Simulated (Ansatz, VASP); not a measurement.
# Cross-check of TaSb2 between VASP and Ansatz

One calculation is typed for both programs; each brings its own data sets and cutoff. How far apart do they land? The cell is taken from a series of VASP runs on this material, whose earlier steps may have relaxed, scaled or displaced it; both programs get it as it stands.

Method: plane waves, with VASP 6.6.1 beside it; zone-centre phonons at PBEsol, in Ansatz 0.2.0.

## Step 1: Starting point

It takes space group C2/m (No. 12, monoclinic). Conventional cell: a = 10.234 Å, b = 3.637 Å, c = 8.283 Å, α = 90.00°, β = 120.48°, γ = 90.00°. Nearest to Ta lie 8 Sb at 2.83 to 2.97 Å and 1 Ta at 3.07 Å. Nearest to Sb lie 3 Sb at 2.78 to 3.03 Å and 3 Ta at 2.83 to 2.88 Å. Nearest to Sb lie 5 Ta at 2.90 to 2.97 Å. Farther neighbours are not listed.

## Step 2: VASP: zone-centre phonons, PBEsol

Second derivatives magnify differences that forces hide, and they need a tight electronic threshold.

Lines of VASP's logs that name or quote its potential files are left out, and so is its time.

File INCAR:

```
SYSTEM = TaSb2
PREC = Accurate
ENCUT = 400
EDIFF = 1E-08
NELM = 100
ISMEAR = 1
SIGMA = 0.2
LREAL = .FALSE.
ALGO = Normal
GGA = PS
NBANDS = 27
LASPH = .TRUE.
LORBIT = 11
LWAVE = .FALSE.
LCHARG = .FALSE.
KPAR = 4
IBRION = 8
ISIF = 2
```

File POSCAR:

```
TaSb2
1.0
    5.1171574945     -1.8183642879      0.0095185283
    5.1171574945      1.8183642879      0.0095185283
   -4.2154227015      0.0000000000      7.1302925838
Ta Sb
2 4
Direct
    0.8497042829      0.8497042829      0.8118814231
    0.1502957171      0.1502957171      0.1881185769
    0.1480743744      0.1480743744      0.5345757291
    0.8519256356      0.8519256356      0.4654242709
    0.4049162393      0.4049162393      0.1137224561
    0.5950837607      0.5950837607      0.8862775439
```

File KPOINTS:

```
Automatic mesh
0
Gamma
9 9 5
0 0 0
```

Potentials, in the order of the species: Ta_pv and Sb (PBE family, release 64).

On the command line:

```sh
$ mpirun -np 4 vasp_std
```

Numbers of over 12 decimals in the logs are rounded to 6 here.

The program printed:

```text
[banner, memory and clock lines left out]
running    4 mpi-ranks, on    1 nodes
 distrk:  each k-point on    1 cores,    4 groups
 distr:  one band on    1 cores,    1 groups

 POSCAR found type information on POSCAR TaSb
 POSCAR found :  2 types and       6 ions
|                                                                             |
|               ----> ADVICE to this user running VASP <----                  |
|                                                                             |
|     You enforced a specific xc type in the INCAR file but a different       |
|     [... a line on the potential file left out ...]
|     I HOPE YOU KNOW WHAT YOU ARE DOING!                                     |
|                                                                             |

 LDA part: xc-table for (Slater+PW92), standard interpolation
 POSCAR, INCAR and KPOINTS ok, starting setup
 FFT: planning ... GRIDC
 FFT: planning ... GRID_SOFT
 FFT: planning ... GRID
 WAVECAR not read
 entering main loop
       N       E                     dE             d eps       ncg     rms          rms(c)
DAV:   1     0.264256487592E+03    0.26426E+03   -0.16713E+04  6882   0.112E+03
DAV:   2    -0.299936035947E+02   -0.29425E+03   -0.28906E+03  7388   0.290E+02
DAV:   3    -0.454851243920E+02   -0.15492E+02   -0.15202E+02  7793   0.621E+01
DAV:   4    -0.458179055721E+02   -0.33278E+00   -0.33072E+00  7977   0.914E+00
DAV:   5    -0.458235975256E+02   -0.56920E-02   -0.56848E-02  8049   0.133E+00    0.185E+01
DAV:   6    -0.447847744272E+02    0.10388E+01   -0.42962E+00  7920   0.101E+01    0.837E+00
DAV:   7    -0.445755801323E+02    0.20919E+00   -0.87188E-01  7794   0.390E+00    0.336E+00
DAV:   8    -0.445402284012E+02    0.35352E-01   -0.16812E-01  7919   0.223E+00    0.506E-01
DAV:   9    -0.445389994236E+02    0.12290E-02   -0.11617E-02  8381   0.514E-01    0.227E-01
DAV:  10    -0.445386367009E+02    0.36272E-03   -0.24180E-03  7811   0.269E-01    0.590E-02
DAV:  11    -0.445386416053E+02   -0.49044E-05   -0.26239E-04  7904   0.761E-02    0.215E-02
DAV:  12    -0.445386423143E+02   -0.70898E-06   -0.36055E-05  7855   0.301E-02    0.593E-03
DAV:  13    -0.445386416266E+02    0.68772E-06   -0.23946E-06  7536   0.861E-03    0.194E-03
DAV:  14    -0.445386415670E+02    0.59554E-07   -0.27337E-07  7904   0.287E-03    0.719E-04
DAV:  15    -0.445386414740E+02    0.93031E-07   -0.34484E-08  6299   0.996E-04    0.294E-04
DAV:  16    -0.445386414964E+02   -0.22435E-07   -0.32019E-09  4072   0.354E-04    0.527E-05
DAV:  17    -0.445386414909E+02    0.54765E-08   -0.71017E-10  4029   0.141E-04
   1 F= -.44538641E+02 E0= -.44539285E+02  d E =0.192914E-02
 Linear response reoptimize wavefunctions to high precision
DAV:   1    -0.445386414904E+02    0.53160E-09   -0.16278E-10  4026   0.725E-05
DAV:   2    -0.445386414903E+02    0.68212E-10   -0.53534E-11  4005   0.371E-05
 Linear response DOF=           9
 Linear response progress:
  Degree of freedom:   1/  9
       N       E                     dE             d eps       ncg     rms          rms(c)
RMM:   1    -0.159216185802E+00   -0.15922E+00    0.13679E+01  6276   0.248E+01
RMM:   2    -0.193360284882E+00   -0.34144E-01   -0.47641E-02  9341   0.149E+00    0.997E-02
RMM:   3    -0.193380375263E+00   -0.20090E-04   -0.40237E-03 11982   0.287E-01    0.551E-02
RMM:   4    -0.192995413605E+00    0.38496E-03   -0.47567E-04 12734   0.113E-01    0.257E-02
RMM:   5    -0.192844432740E+00    0.15098E-03   -0.83534E-05 12934   0.351E-02    0.135E-02
RMM:   6    -0.192772124452E+00    0.72308E-04   -0.17342E-05 12592   0.163E-02    0.642E-03
RMM:   7    -0.192714907417E+00    0.57217E-04   -0.64457E-06 12796   0.792E-03    0.130E-03
RMM:   8    -0.192707550090E+00    0.73573E-05   -0.20122E-06 13309   0.300E-03    0.633E-04
RMM:   9    -0.192705536726E+00    0.20134E-05   -0.92616E-07 12890   0.175E-03    0.176E-04
RMM:  10    -0.192705832186E+00   -0.29546E-06   -0.79473E-07 13619   0.970E-04    0.824E-05
RMM:  11    -0.192706179525E+00   -0.34734E-06   -0.35248E-07 13862   0.653E-04    0.252E-05
RMM:  12    -0.192706297262E+00   -0.11774E-06   -0.22437E-07 13774   0.463E-04    0.130E-05
RMM:  13    -0.192706431923E+00   -0.13466E-06   -0.10927E-07 13453   0.363E-04    0.684E-06
RMM:  14    -0.192706489719E+00   -0.57796E-07   -0.12929E-07 14609   0.288E-04    0.296E-06
RMM:  15    -0.192706509924E+00   -0.20206E-07   -0.10807E-07 14872   0.242E-04    0.231E-06
RMM:  16    -0.192706525528E+00   -0.15604E-07   -0.73727E-08 14506   0.213E-04    0.214E-06
RMM:  17    -0.192706541398E+00   -0.15870E-07   -0.74292E-08 14771   0.193E-04    0.163E-06
RMM:  18    -0.192706582132E+00   -0.40735E-07   -0.77563E-08 14095   0.183E-04    0.234E-06
RMM:  19    -0.192706552188E+00    0.29944E-07   -0.74263E-08 13885   0.172E-04    0.171E-06
[...]
Linear response progress:
  Degree of freedom:   3/  9
       N       E                     dE             d eps       ncg     rms          rms(c)
RMM:   1    -0.162679041594E+00   -0.16268E+00    0.14203E+01  6229   0.254E+01
RMM:   2    -0.197849410655E+00   -0.35170E-01   -0.48254E-02  9253   0.151E+00    0.121E-01
RMM:   3    -0.197834303040E+00    0.15108E-04   -0.48544E-03 11738   0.329E-01    0.695E-02
RMM:   4    -0.197496576049E+00    0.33773E-03   -0.60854E-04 12745   0.116E-01    0.355E-02
[...]
RMM:   4    -0.229070454861E-01   -0.13218E-04   -0.38753E-05 19395   0.260E-02    0.501E-03
RMM:   5    -0.229027190589E-01    0.43264E-05   -0.43045E-06 19594   0.660E-03    0.311E-03
RMM:   6    -0.228996926469E-01    0.30264E-05   -0.44136E-07 20001   0.280E-03    0.719E-04
RMM:   7    -0.228996222539E-01    0.70393E-07   -0.18313E-07 20429   0.108E-03    0.400E-04
RMM:   8    -0.228997736673E-01   -0.15141E-06   -0.95586E-09 20625   0.532E-04    0.196E-04
RMM:   9    -0.228998291684E-01   -0.55501E-07   -0.97782E-09 21894   0.234E-04    0.383E-05
RMM:  10    -0.228998498747E-01   -0.20706E-07   -0.17996E-08 20774   0.114E-04    0.201E-05
RMM:  11    -0.228998993866E-01   -0.49512E-07   -0.27044E-08 22005   0.781E-05    0.488E-06
RMM:  12    -0.228999025149E-01   -0.31283E-08   -0.92852E-09 24148   0.648E-05    0.189E-06
 first order change of Fermi-energy  -0.19482E-04
 force on displaced ion       3 direction 2 :  -0.001  -6.442  -0.001
 Linear response progress:
  Degree of freedom:   6/  9
       N       E                     dE             d eps       ncg     rms          rms(c)
RMM:   1    -0.378076024292E-01   -0.37808E-01    0.18183E-02 12683   0.125E+00
RMM:   2    -0.349334379289E-01    0.28742E-02   -0.50989E-03 10333   0.279E-01    0.127E-01
RMM:   3    -0.347828792124E-01    0.15056E-03   -0.10957E-03 10878   0.147E-01    0.990E-02
RMM:   4    -0.347234034865E-01    0.59476E-04   -0.30690E-04 10823   0.626E-02    0.603E-02
RMM:   5    -0.347421635169E-01   -0.18760E-04   -0.61692E-05 11130   0.330E-02    0.746E-03
RMM:   6    -0.347399502518E-01    0.22133E-05   -0.12238E-05 10518   0.104E-02    0.322E-03
RMM:   7    -0.347386379105E-01    0.13123E-05   -0.19532E-06 11521   0.461E-03    0.133E-03
RMM:   8    -0.347390726537E-01   -0.43474E-06    0.31697E-07 11278   0.166E-03    0.623E-04
RMM:   9    -0.347390530414E-01    0.19612E-07    0.27609E-08 11163   0.774E-04    0.997E-05
RMM:  10    -0.347391797936E-01   -0.12675E-06    0.53070E-08 12080   0.328E-04    0.638E-05
RMM:  11    -0.347392113509E-01   -0.31557E-07   -0.30825E-08 12045   0.131E-04    0.146E-05
RMM:  12    -0.347392150940E-01   -0.37431E-08   -0.19322E-09 12992   0.809E-05    0.544E-06
 first order change of Fermi-energy  -0.13351E+00
 force on displaced ion       3 direction 3 :  -0.926   0.000  -9.983
 Linear response progress:
  Degree of freedom:   7/  9
       N       E                     dE             d eps       ncg     rms          rms(c)
RMM:   1    -0.344050237532E-01   -0.34405E-01    0.13921E-02 12199   0.124E+00
RMM:   2    -0.301128136572E-01    0.42922E-02   -0.45630E-03 10937   0.265E-01    0.752E-02
RMM:   3    -0.301055261463E-01    0.72875E-05   -0.46926E-04 10590   0.854E-02    0.455E-02
RMM:   4    -0.301125475054E-01   -0.70214E-05   -0.79378E-05 10830   0.355E-02    0.228E-02
RMM:   5    -0.301231901453E-01   -0.10643E-04   -0.21967E-05 10974   0.198E-02    0.856E-03
RMM:   6    -0.301278070487E-01   -0.46169E-05   -0.24354E-06 11096   0.739E-03    0.276E-03
RMM:   7    -0.301277151033E-01    0.91945E-07   -0.79377E-07 11369   0.370E-03    0.676E-04
RMM:   8    -0.301284211133E-01   -0.70601E-06   -0.10317E-07 10993   0.116E-03    0.367E-04
RMM:   9    -0.301286458719E-01   -0.22476E-06    0.47452E-09 11760   0.501E-04    0.716E-05
RMM:  10    -0.301287196739E-01   -0.73802E-07   -0.20222E-09 12222   0.198E-04    0.356E-05
RMM:  11    -0.301287362662E-01   -0.16592E-07    0.31572E-09 12373   0.928E-05    0.126E-05
RMM:  12    -0.301287290192E-01    0.72470E-08    0.64133E-09 12558   0.651E-05    0.389E-06
 first order change of Fermi-energy  -0.27147E+00
 force on displaced ion       5 direction 1 : -10.866   0.000   1.137
 Linear response progress:
  Degree of freedom:   8/  9
       N       E                     dE             d eps       ncg     rms          rms(c)
RMM:   1    -0.260280013238E-01   -0.26028E-01   -0.15472E-02 20841   0.109E+00
RMM:   2    -0.228418706818E-01    0.31861E-02   -0.39489E-03 19130   0.243E-01    0.650E-02
RMM:   3    -0.228587687971E-01   -0.16898E-04   -0.31671E-04 18858   0.658E-02    0.379E-02
RMM:   4    -0.229138813062E-01   -0.55113E-04   -0.64329E-05 19200   0.349E-02    0.761E-03
RMM:   5    -0.229011142246E-01    0.12767E-04   -0.80682E-06 19406   0.921E-03    0.413E-03
RMM:   6    -0.229000437275E-01    0.10705E-05   -0.12086E-06 20357   0.319E-03    0.120E-03
RMM:   7    -0.229005095079E-01   -0.46578E-06   -0.17542E-07 20474   0.132E-03    0.651E-04
RMM:   8    -0.229009981678E-01   -0.48866E-06   -0.85434E-08 19455   0.708E-04    0.243E-04
RMM:   9    -0.229011517208E-01   -0.15355E-06   -0.63520E-09 22018   0.298E-04    0.665E-05
RMM:  10    -0.229012290812E-01   -0.77360E-07   -0.19613E-09 20035   0.143E-04    0.601E-05
RMM:  11    -0.229013163111E-01   -0.87230E-07   -0.10883E-08 21750   0.787E-05    0.536E-06
RMM:  12    -0.229013152690E-01    0.10421E-08   -0.88955E-09 23532   0.556E-05    0.189E-06
 first order change of Fermi-energy   0.22456E-03
 force on displaced ion       5 direction 2 :  -0.002  -7.302   0.001
 Linear response progress:
  Degree of freedom:   9/  9
       N       E                     dE             d eps       ncg     rms          rms(c)
RMM:   1    -0.380054142300E-01   -0.38005E-01    0.28261E-03 12276   0.119E+00
RMM:   2    -0.343837659200E-01    0.36216E-02   -0.39445E-03 10363   0.262E-01    0.104E-01
RMM:   3    -0.342844654151E-01    0.99301E-04    0.16289E-04 10797   0.111E-01    0.780E-02
RMM:   4    -0.343421507891E-01   -0.57685E-04   -0.16710E-04 10863   0.471E-02    0.495E-02
RMM:   5    -0.343527772917E-01   -0.10627E-04   -0.39129E-05 11061   0.262E-02    0.614E-03
RMM:   6    -0.343476535920E-01    0.51237E-05   -0.99237E-07 10701   0.851E-03    0.275E-03
RMM:   7    -0.343461879238E-01    0.14657E-05    0.71305E-07 11614   0.348E-03    0.100E-03
RMM:   8    -0.343464997679E-01   -0.31184E-06   -0.42919E-07 11155   0.128E-03    0.392E-04
RMM:   9    -0.343461727445E-01    0.32702E-06    0.13316E-07 11285   0.583E-04    0.831E-05
RMM:  10    -0.343463100421E-01   -0.13730E-06   -0.11681E-07 12418   0.244E-04    0.382E-05
RMM:  11    -0.343463427693E-01   -0.32727E-07   -0.70811E-08 12261   0.101E-04    0.136E-05
RMM:  12    -0.343463564814E-01   -0.13712E-07   -0.37755E-08 13307   0.735E-05    0.443E-06
RMM:  13    -0.343463570369E-01   -0.55556E-09   -0.30911E-08 13181   0.624E-05    0.166E-06
 first order change of Fermi-energy   0.19860E+00
 force on displaced ion       5 direction 3 :   1.140   0.000  -8.020
 Linear response finished
```

[end of part 1 of 2]

[Lines on the potential files, build, host, timing and source positions are cut from VASP's logs without a mark.]

[Logs are printed without paths, hosts, clocks, repeated set-up lines and the standing remarks that a program may print on its own settings, such as how far it seeks lower states.]

[Hosts, paths, dates, database ids (printed as entryN), source tags and the programs' standing remarks are cut or masked in the printed files.]
